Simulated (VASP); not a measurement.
Set up this calculation in VASP 6.6.1, as the native input.

| Quantity | Value |
| --- | --- |
| Task | relaxation of cell and atoms |
| Functional | PBE |
| Potentials or basis | VASP PAW PBE potentials, release 64 (Sb, Bi_d, O) |
| Cutoff | 520 eV |
| k mesh | 3 × 3 × 3 |
| Occupations | gaussian, width 0.15 eV |
| Spin | no spin polarisation |
| Further INCAR settings | PREC = Normal; ALGO = Fast; EDIFF = 0.0001; IBRION = 2; EDIFFG = -0.08; NSW = 24; ISIF = 3 |

The structure of Bi3SbO3 lies in POSCAR:

```
Bi3SbO3
1.0
    5.4445949800      0.0000000000      0.0000000000
    0.0000000000      5.4445949800      0.0000000000
    0.0000000000      0.0000000000      5.4445949800
Sb Bi O
1 3 3
Direct
    0.5000000000      0.5000000000      0.5000000000
    0.5000000000      0.0000000000      0.0000000000
    0.0000000000      0.5000000000      0.0000000000
    0.0000000000      0.0000000000      0.5000000000
    0.0000000000      0.5000000000      0.5000000000
    0.5000000000      0.0000000000      0.5000000000
    0.5000000000      0.5000000000      0.0000000000
```

The cell was built by a generator and needn't be a form met in nature.

These files were run (other wordings do the same):

INCAR

```
SYSTEM = Bi3SbO3
PREC = Normal
ENCUT = 520
EDIFF = 1E-4
ISMEAR = 0
SIGMA = 0.15
LREAL = .False.
LASPH = .True.
NELM = 60
ALGO = Fast
ISIF = 3
LWAVE = .False.
LCHARG = .False.
GGA = PE
IBRION = 2
NSW = 24
EDIFFG = -0.08
```

KPOINTS

```
regular mesh
0
Gamma
  3 3 3
  0 0 0
```

Potentials or basis: VASP PAW PBE potentials, release 64 (Sb, Bi_d, O).

Run with:

```sh
$ cat potpaw_PBE.64/Sb/POTCAR potpaw_PBE.64/Bi_d/POTCAR potpaw_PBE.64/O/POTCAR > POTCAR
$ mpirun -np 1 vasp_std > vasp.out
```

It gave:

- Relaxed volume: 19.32 Å³/atom
- Relaxed cell: a = 5.133 Å, b = 5.133 Å, c = 5.133 Å, α = 90.00°, β = 90.00°, γ = 90.00°
- Space group after relaxing (to 0.05 Å): Pm-3m (No. 221)
- Energy gained by relaxing: 153.3 meV/atom
- Ionic steps: 3
- Pressure after relaxing: -0.2 GPa
- Band gap on the k mesh: none (metal or under the smearing width)

Caveat: the k mesh is coarse (spacing up to 0.38 Å⁻¹), so the values aren't converged; the volume moved by over 15 % at a fixed basis, so the end points are rough; spin-orbit coupling is left out, which moves the levels of the heavy elements.

It took 48 s on 1 thread of Intel(R) Xeon(R) Platinum 8488C (Sapphire Rapids), with other jobs on the host, peak memory 0.18 GiB.
